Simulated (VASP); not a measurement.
# LaH2Pd2 (I4/mmm) in VASP: further runs, part 2 of 2

VASP 6.6.1. The steps go on from the part before.

## (3) Single point, r2SCAN

This run uses another cell than the first one, of 14.49 Å³/atom, 0.968 times its volume.

POSCAR

```
LaH2Pd2
1.0
    0.0000000000      3.9715013900      0.0000000000
    3.9715013900      0.0000000000      0.0000000000
    1.9857502000      1.9857502000     -4.5942817500
Pd H La
2 2 1
Direct
    0.7500000000      0.2500000000      0.5000000000
    0.2500000000      0.7500000000      0.5000000000
    0.3750000000      0.3750000000      0.2500000000
    0.6250000000      0.6250000000      0.7500000000
    0.0000000000      0.0000000000      0.0000000000
```

INCAR.step1

```
SYSTEM = LaH2Pd2
ALGO = Normal ; EDIFF = 1E-4
ENCUT = 520 ; GGA = PE
ISMEAR = -1 ; LASPH = .TRUE.
LCHARG = .FALSE. ; LREAL = .FALSE.
LWAVE = .TRUE. ; NBANDS = 24
NELM = 100 ; PREC = Accurate
SIGMA = 0.1
```

INCAR.step2

```
SYSTEM = LaH2Pd2
ALGO = Normal ; EDIFF = 1E-6
ENCUT = 520 ; ISIF = 2
ISMEAR = -1 ; ISTART = 1
LASPH = .TRUE. ; LCHARG = .FALSE.
LMIXTAU = .TRUE. ; LREAL = .FALSE.
LWAVE = .FALSE. ; METAGGA = R2SCAN
NBANDS = 24 ; NELM = 100
PREC = Accurate ; SIGMA = 0.1
```

KPOINTS

```
k-points
0
G
  9 9 9
  0 0 0
```

Potentials or basis: VASP PAW PBE potentials, release 64 (Pd, H, La).

Run with:

```bash
> cat potpaw_PBE.64/Pd/POTCAR potpaw_PBE.64/H/POTCAR potpaw_PBE.64/La/POTCAR > POTCAR
> cp INCAR.step1 INCAR
> mpirun -np 1 vasp_std > vasp.out
> cp INCAR.step2 INCAR
> mpirun -np 1 vasp_std > vasp.out
```

OUTCAR:

```text
SYSTEM = LaH2Pd2
   EDIFF = 1E-6
   ENCUT = 520
   ISIF = 2
   ISMEAR = -1
   ISTART = 1
   LASPH = .TRUE.
   LREAL = .FALSE.
   METAGGA = R2SCAN
   NELM = 100
   PREC = Accurate

 ion  position               nearest neighbor table
   1  0.750  0.250  0.500-   2 2.81   2 2.81   2 2.81   2 2.81   5 3.04   5 3.04   5 3.04   5 3.04

   2  0.250  0.750  0.500-   1 2.81   1 2.81   1 2.81   1 2.81   5 3.04   5 3.04   5 3.04   5 3.04

   3  0.375  0.375  0.250-
   4  0.625  0.625  0.750-
   5  0.000  0.000  0.000-   1 3.04   2 3.04   1 3.04   2 3.04   1 3.04   2 3.04   1 3.04   2 3.04

  LATTYP: Found a body centered tetragonal cell.
 ALAT       =     3.9715013900
 C/A-ratio  =     2.3136246466

  Lattice vectors:

 A1 = (  -1.9857502000,   1.9857511900,   4.5942817500)
 A2 = (   1.9857511900,  -1.9857502000,   4.5942817500)
 A3 = (   1.9857502000,   1.9857502000,  -4.5942817500)

Analysis of symmetry for initial positions (statically):
=====================================================================
 Subroutine PRICEL returns:
 Original cell was already a primitive cell.

 Routine SETGRP: Setting up the symmetry group for a
 body centered tetragonal supercell.

 Subroutine GETGRP returns: Found 16 space group operations
 (whereof 16 operations were pure point group operations)
 out of a pool of 16 trial point group operations.

The static configuration has the point symmetry D_4h.

Analysis of symmetry for dynamics (positions and initial velocities):
=====================================================================
 Subroutine PRICEL returns:
 Original cell was already a primitive cell.

 Routine SETGRP: Setting up the symmetry group for a
 body centered tetragonal supercell.

 Subroutine GETGRP returns: Found 16 space group operations
 (whereof 16 operations were pure point group operations)
 out of a pool of 16 trial point group operations.

[... 126 lines left out ...]
     AMIX_MAG =   1.60;   BMIX_MAG =  1.00
  volume/ion in A,a.u.               =      14.49        97.80
  Fermi-wavevector in a.u.,A,eV,Ry     =   1.259516  2.380141 21.584028  1.586381
  Thomas-Fermi vector in A             =   2.393072
   LORBIT       =      0    0 simple, 1 ext, 2 COOP (PROOUT), +10 PAW based schemes
   METAGGA = R2SCAN    functional components
   LHFCALC =     F    Hartree Fock is set to
   AEXX    =    0.0000 exact exchange contribution
   IVDW    =     0    specifies the selected vdW correction
   LEPSILON=     F    determine dielectric tensor
   LRPA    =     F    only Hartree local field effects (RPA)
 non-spin polarized calculation
  energy-cutoff  :      520.00
  volume of cell :       72.46
 maximum number of plane-waves:      1981
 NGX is ok and might be reduce to    30
   NGX = 15   NGY = 15   NGZ = 19

 number of electron      33.0000001 magnetization

 Free energy of the ion-electron system (eV)
  ---------------------------------------------------
  ext. energy  EPLUGINS =         0.00000000
  ---------------------------------------------------
  free energy    TOTEN  =       -84.06260323 eV

  energy without entropy =      -84.01081310  energy(sigma->0) =      -84.03670817

 E-fermi :   9.0121     XC(G=0): -11.8562

 val. band max:        9.0087801754   @ k =   0.0000   0.0000   0.1111
 cond. band min:       9.0179756369   @ k =  -0.2222   0.0000   0.3333
 fundamental gap:      0.0091954614
 Fermi energy:         9.0121490972

 k-point     1 :       0.0000    0.0000    0.0000
  band No.  band energies     occupation
      1     -25.3837      2.00000
      2      -8.8417      2.00000
      3      -8.5207      2.00000
      4      -8.5207      2.00000
      5       0.5925      2.00000
      6       2.4694      2.00000
[... 637 lines left out ...]
     23      11.0339      0.00000
     24      11.0835      0.00000

 [... further k-points ...]

------------------------ aborting loop because EDIFF is reached ----------------------------------------

  FORCE on cell =-STRESS in cart. coord.  units (eV):
  Direction    XX          YY          ZZ          XY          YZ          ZX
  --------------------------------------------------------------------------------------
  -------------------------------------------------------------------------------------
  Total       -2.3143877     -2.3143877     -0.2967099     -0.0000000     -0.0000000     -0.0000000
  in kB      -51.1704970    -51.1704970     -6.5601773     -0.0000000     -0.0000007     -0.0000007
  external PRESSURE =     -36.3003904 kB  Pullay stress =       0.0000000 kB

 VOLUME and BASIS-vectors are now :
 -----------------------------------------------------------------------------
  energy-cutoff  :      520.00
  volume of cell :       72.46
      direct lattice vectors                 reciprocal lattice vectors
     0.000000000  3.971501390  0.000000000     0.000000000  0.251793944  0.108830913
     3.971501390  0.000000000  0.000000000     0.251793944  0.000000000  0.108830913
     1.985750200  1.985750200 -4.594281750     0.000000000  0.000000000 -0.217661879

 POSITION                                       TOTAL-FORCE (eV/Angst)
 -----------------------------------------------------------------------------------
      1.98575      3.97150     -2.29714         0.000000     -0.000000     -0.000000
      3.97150      1.98575     -2.29714        -0.000000      0.000000      0.000000
      1.98575      1.98575     -1.14857        -0.000000     -0.000000     -0.590486
      3.97150      3.97150     -3.44571         0.000000      0.000000      0.590486
      0.00000      0.00000      0.00000         0.000000     -0.000000      0.000000
 -----------------------------------------------------------------------------------
    total drift:                                0.000000      0.000000      0.000000

  FREE ENERGIE OF THE ION-ELECTRON SYSTEM (eV)
  ---------------------------------------------------
  free  energy   TOTEN  =       -84.0626032322 eV

  energy  without entropy=      -84.0108131046  energy(sigma->0) =      -84.03670817
```

OUTCAR.step1:

```text
SYSTEM = LaH2Pd2
   EDIFF = 1E-4
   ENCUT = 520
   GGA = PE
   ISMEAR = -1
   LASPH = .TRUE.
   LREAL = .FALSE.
   NELM = 100
[... 882 lines left out ...]
      1.98575      1.98575     -1.14857        -0.000000     -0.000000     -0.530388
      3.97150      3.97150     -3.44571         0.000000      0.000000      0.530388
      0.00000      0.00000      0.00000         0.000000      0.000000      0.000000
 -----------------------------------------------------------------------------------
    total drift:                                0.000000     -0.000000      0.000000

  FREE ENERGIE OF THE ION-ELECTRON SYSTEM (eV)
  ---------------------------------------------------
  free  energy   TOTEN  =       -23.4973560085 eV

  energy  without entropy=      -23.4418437974  energy(sigma->0) =      -23.46959990
```

OSZICAR.step1:

```text
N       E                     dE             d eps       ncg     rms          rms(c)
DAV:   1     0.241969604379E+03    0.24197E+03   -0.13333E+04  3808   0.193E+03
DAV:   2     0.138003822887E+02   -0.22817E+03   -0.19884E+03  4256   0.301E+02
DAV:   3    -0.215312612345E+02   -0.35332E+02   -0.32177E+02  5208   0.113E+02
DAV:   4    -0.240179430818E+02   -0.24867E+01   -0.23670E+01  6328   0.288E+01
DAV:   5    -0.241225477772E+02   -0.10460E+00   -0.10411E+00  4840   0.553E+00    0.836E+00
DAV:   6    -0.237498031942E+02    0.37274E+00   -0.82779E+00  6056   0.213E+01    0.466E+00
DAV:   7    -0.234965190576E+02    0.25328E+00   -0.17015E+00  5880   0.992E+00    0.250E+00
DAV:   8    -0.235054933763E+02   -0.89743E-02   -0.31538E-01  6032   0.355E+00    0.873E-01
DAV:   9    -0.234949166752E+02    0.10577E-01   -0.64443E-02  6104   0.229E+00    0.280E-01
DAV:  10    -0.234971526355E+02   -0.22360E-02   -0.95247E-03  6064   0.620E-01    0.149E-01
DAV:  11    -0.234973594544E+02   -0.20682E-03   -0.15619E-03  6424   0.336E-01    0.418E-02
DAV:  12    -0.234973560085E+02    0.34459E-05   -0.41733E-05  3432   0.537E-02
   1 F= -.23497356E+02 E0= -.23469600E+02  d E =-.555122E-01
```

Wall time 7.6 min (1 thread of Intel Xeon Platinum 8488C (Sapphire Rapids), shared host); peak memory 0.31 GiB.

What came out:

* Free energy: -84.0626 eV
* Pressure: -3.6 GPa
* Largest force: 0.590 eV/Å
* Band gap on the k mesh: none (metal or under the smearing width)

Forces on the atoms (eV/Å):
```
Pd   0.000  0.000  0.000
Pd   0.000  0.000  0.000
H    0.000  0.000 -0.590
H    0.000  0.000  0.590
La   0.000  0.000  0.000
```

Stress tensor (GPa, compression positive):
```
-5.12  0.00  0.00
 0.00 -5.12  0.00
 0.00  0.00 -0.66
```

Caveat: the PAW data sets were made with another functional, which shifts forces and pressure a little. The run has no spin-orbit coupling, so splittings on La are missing.
